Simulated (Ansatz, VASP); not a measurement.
# Zn (linear Zn chain) in two plane-wave programs, part 2 of 2

Wanted: the spread between two codes on one cell, functional and k mesh. The structure shown is the end of the Ansatz relaxation below.

VASP 6.6.1 and Ansatz 0.2.0.

So far: The starting structure; Ansatz: relaxation, PBEsol; VASP: single point, PBEsol; Differences.

### Step 5. Ansatz: relaxation, LDA

Level of this step: Ansatz beside VASP: Kohn-Sham DFT, plane waves, LDA (Ansatz).

This run makes the geometry at which the two programs are then compared. The cell compared in this pair holds 137.60 Å³, against 140.36 Å³ for the pair before.

The structure compared here is the end of the Ansatz relaxation.

input.yaml

```yaml
crystal:
  lattice:
    - [7.5, 0.0, 0.0]
    - [0.0, 7.5, 0.0]
    - [0.0, 0.0, 2.2692]
  atoms:
    - { symbol: Zn, position: [0.5, 0.5, 0.0], spin: 0.5 }
magnetization:
  spin_polarized: true
kpoints:
  mp_grid: { grid: [1, 1, 36] }
scf:
  occupations: { method: fermi_dirac, width: 0.05 }
hamiltonian:
  xc: lda
relax:
  cell: { fix: [a, b, alpha, beta, gamma] }
  max_steps: 60
```

Launch:

```
$ ansatz run input.yaml --threads 4 --pin off --max-ram 8192MiB --backend cpu --events-out ev --progress --plain --runs-dir out
```

Numbers of over 12 decimals in the logs are rounded to 6 here.

Log:

```text
[...]
Crystal: 1 atoms, lattice volume = 127.643 Å³
Basis set: ecut = 420 eV, 2511 PW (Γ)
Bands: 11, of which v1, the nominal top of the filled ones, is band 6 counted from 1 (5 counted from 0)
Symmetry: 16 space group operations
[...]
k-points: 19 of 36
[...]
Starting moments: Σ|m| = 0.5 μB on 1 of 1 site
[...]
-0.062187       0.000000       0.000000
        0.000000      -0.062187       0.000000
        0.000000       0.000000      -0.008748
  P = ⅓ Tr σ = -0.0444 GPa (-0.444 kbar)
--- Relaxed structure (5 steps of the walk, 5 accepted, 1 SCFs on fresh bases) ---
[...]
cell:  # Å, volume = 137.5985 Å³
    - [7.5, 0.0, 0.0]
    - [0.0, 7.5, 0.0]
    - [0.0, 0.0, 2.446196]
  atoms:
    - { symbol: Zn, position: [0.5, 0.5, 0.0] }
[key lines of the parts left out:]
SCF converged after 8 iterations
Magnetization: 0.0000 μB (6.0000 up, 6.0000 down)
Free energy (F): -3244.797725 eV
Fermi energy:    -1.226149 eV
```

### Step 6. VASP: single point, LDA

The same cell, functional (in two slightly different forms), mesh and smearing now go to VASP, with its own data sets.

INCAR

```
SYSTEM = Zn
PREC = Accurate
ENCUT = 500
EDIFF = 1E-06
NELM = 200
ISMEAR = -1
SIGMA = 0.05
LREAL = .FALSE.
ALGO = Normal
GGA = CA
NBANDS = 12
ISPIN = 2
MAGMOM = 0
LORBIT = 11
LWAVE = .FALSE.
LCHARG = .FALSE.
ISIF = 2
LASPH = .TRUE.
GGA_COMPAT = .FALSE.
KPAR = 2
```

POSCAR

```
Zn
1.0
    7.5000000000      0.0000000000      0.0000000000
    0.0000000000      7.5000000000      0.0000000000
    0.0000000000      0.0000000000      2.4461959448
Zn
1
Direct
    0.5000000000      0.5000000000      0.0000000000
```

KPOINTS

```
Automatic mesh
0
Gamma
1 1 36
0 0 0
```

The projector-augmented-wave data sets are Zn (LDA family, release 64).

Launch:

```
$ mpirun -np 2 vasp_std
```

Log:

```text
[banner, memory and clock lines left out]
running    2 mpi-ranks, on    1 nodes
[...]
LDA part: xc-table for (Slater(with rela. corr.)+CA(PZ))
 , standard interpolation
 POSCAR, INCAR and KPOINTS ok, starting setup
[...]
entering main loop
       N       E                     dE             d eps       ncg     rms          rms(c)
DAV:   1     0.423474719937E+02    0.42347E+02   -0.47724E+03   912   0.752E+02
DAV:   2     0.113925720417E+01   -0.41208E+02   -0.39921E+02   992   0.168E+02
DAV:   3    -0.493687584881E+00   -0.16329E+01   -0.16308E+01  1048   0.374E+01
DAV:   4    -0.505825788273E+00   -0.12138E-01   -0.12137E-01  1084   0.355E+00
[...]
DAV:  13    -0.423090630458E+00   -0.21373E-04   -0.23698E-06   912   0.567E-03    0.108E-03
DAV:  14    -0.423094779350E+00   -0.41489E-05   -0.52460E-07   920   0.421E-03    0.666E-04
DAV:  15    -0.423095656856E+00   -0.87751E-06   -0.10807E-07   896   0.852E-04
   1 F= -.42309566E+00 E0= -.41830897E+00  d E =-.957337E-02  mag=    -0.0000
```

From OUTCAR (step 6):

```text
  Total       -0.0584687     -0.0584687      0.0397271     -0.0000000     -0.0000000      0.0000000
  in kB       -0.6808006     -0.6808006      0.4625763     -0.0000000     -0.0000000      0.0000000
  external PRESSURE =      -0.2996750 kB  Pullay stress =       0.0000000 kB

  FREE ENERGIE OF THE ION-ELECTRON SYSTEM (eV)
  ---------------------------------------------------
  free  energy   TOTEN  =        -0.4230956569 eV

  energy  without entropy=       -0.4135222884  energy(sigma->0) =       -0.41830897

 magnetization (x)
# of ion       s       p       d       tot
------------------------------------------
    1        0.000   0.000  -0.000   0.000

[... 2 parts as in an earlier step ...]

[... 2 further parts left out ...]
[key lines of the parts left out:]
E-fermi :  -2.0906
```

### Step 7. Comparison

What differs besides the data sets and the points named for the pairs above, as far as they apply: the two LDA forms differ slightly; VASP's log shows a relativistic correction to its local exchange, Ansatz's none. Total energies have different zeros and are not compared.

The two programs side by side:

```tsv
quantity	Ansatz	VASP	difference
pressure (GPa)	-0.04	-0.03	-0.01
```

### Step 8. Ansatz: relaxation, PBE

This run makes the geometry at which the two programs are then compared. The cell compared in this pair holds 144.49 Å³, against 137.60 Å³ for the pair before.

The structure compared here is the end of the Ansatz relaxation.

input.yaml, as its differences from that of step 5:

```diff
@@ -14,3 +14,3 @@
 hamiltonian:
-  xc: lda
+  xc: pbe
 relax:
```

Launch:

```
$ ansatz run input.yaml --threads 4 --pin off --max-ram 8192MiB --backend cpu --events-out ev --progress --plain --runs-dir out
```

Log:

```text
[...]
Crystal: 1 atoms, lattice volume = 127.643 Å³
Basis set: ecut = 420 eV, 2511 PW (Γ), exchange–correlation on 108×108×32 points (8 copies of the dense FFT grid, shifted against one another)
Bands: 11, of which v1, the nominal top of the filled ones, is band 6 counted from 1 (5 counted from 0)
Symmetry: 16 space group operations
[...]
-0.088553       0.000000       0.000000
        0.000000      -0.088553       0.000000
        0.000000       0.000000       0.006930
  P = ⅓ Tr σ = -0.0567 GPa (-0.567 kbar)
--- Relaxed structure (7 steps of the walk, 7 accepted, 2 SCFs on fresh bases) ---
[...]
cell:  # Å, volume = 144.4876 Å³
    - [7.5, 0.0, 0.0]
    - [0.0, 7.5, 0.0]
    - [0.0, 0.0, 2.568668]
  atoms:
    - { symbol: Zn, position: [0.5, 0.5, 0.0] }
[key lines of the parts left out:]
SCF converged after 9 iterations
Magnetization: -0.0000 μB (6.0000 up, 6.0000 down)
Free energy (F): -3318.075683 eV
Fermi energy:    -0.931784 eV
```

### Step 9. VASP: single point, PBE

The same cell, functional, mesh and smearing now go to VASP, with its own data sets.

INCAR, as its differences from that of step 6:

```diff
@@ -9,6 +9,6 @@
 ALGO = Normal
-GGA = CA
+GGA = PE
 NBANDS = 12
 ISPIN = 2
-MAGMOM = 0
+MAGMOM = -0
 LORBIT = 11
```

POSCAR, as its differences from that of step 6:

```diff
@@ -4,3 +4,3 @@
     0.0000000000      7.5000000000      0.0000000000
-    0.0000000000      0.0000000000      2.4461959448
+    0.0000000000      0.0000000000      2.5686676467
 Zn
```

KPOINTS is that of step 6.

The projector-augmented-wave data sets are Zn (PBE family, release 64).

Launch:

```
$ mpirun -np 2 vasp_std
```

Log:

```text
[banner, memory and clock lines left out]
running    2 mpi-ranks, on    1 nodes
[...]
LDA part: xc-table for (Slater+PW92), standard interpolation
 POSCAR, INCAR and KPOINTS ok, starting setup
[...]
entering main loop
       N       E                     dE             d eps       ncg     rms          rms(c)
DAV:   1     0.411290069513E+02    0.41129E+02   -0.46859E+03   912   0.741E+02
DAV:   2     0.138339199818E+01   -0.39746E+02   -0.38493E+02  1016   0.166E+02
DAV:   3    -0.188937538454E+00   -0.15723E+01   -0.15674E+01  1072   0.364E+01
DAV:   5    -0.200114665563E+00   -0.10591E-03   -0.10591E-03  1076   0.269E-01    0.149E+00
[...]
DAV:  13    -0.160230105413E+00   -0.69911E-05   -0.42810E-07   948   0.315E-03    0.305E-03
DAV:  14    -0.160243496776E+00   -0.13391E-04   -0.25871E-06   916   0.691E-03    0.993E-04
DAV:  15    -0.160243922491E+00   -0.42571E-06   -0.49680E-08   692   0.129E-03
   1 F= -.16024392E+00 E0= -.15717526E+00  d E =-.613732E-02  mag=     0.0000
```

OUTCAR, selected parts (step 9):

```text
  Total       -0.0811029     -0.0811029      0.0318678     -0.0000000     -0.0000000     -0.0000000
  in kB       -0.8993242     -0.8993242      0.3533720     -0.0000000     -0.0000000     -0.0000000
  external PRESSURE =      -0.4817588 kB  Pullay stress =       0.0000000 kB

  FREE ENERGIE OF THE ION-ELECTRON SYSTEM (eV)
  ---------------------------------------------------
  free  energy   TOTEN  =        -0.1602439225 eV

  energy  without entropy=       -0.1541066039  energy(sigma->0) =       -0.15717526

 magnetization (x)
# of ion       s       p       d       tot
------------------------------------------
    1       -0.000   0.000  -0.000   0.000

[... 2 parts as in an earlier step ...]

[... 2 further parts left out ...]
[key lines of the parts left out:]
E-fermi :  -1.7659
```

### Step 10. Side by side

Compared:

```tsv
quantity	Ansatz	VASP	difference
pressure (GPa)	-0.06	-0.05	-0.01
```

### Step 11. Outcome

| Item | Value |
| --- | --- |
| difference in pressure (single point, PBEsol) | -0.012 GPa |
| difference in pressure (single point, LDA) | -0.014 GPa |
| difference in pressure (single point, PBE) | -0.0086 GPa |

What this shows: The difference in pressure is -0.014 GPa (single point, LDA), within the 1 GPa picked in this series as the mark of a large difference. 5 further runs of this series are not shown here. Such differences can come from data sets, numerical settings and the points named under the comparisons, not from the functional's error against experiment.

[Lines on the potential files, build, host, timing and source positions are cut from VASP's logs without a mark.]

[Logs are printed without paths, hosts, clocks, repeated set-up lines and the standing remarks that a program may print on its own settings, such as how far it seeks lower states.]

[Hosts, paths, dates, database ids (printed as entryN), source tags and the programs' standing remarks are cut or masked in the printed files.]
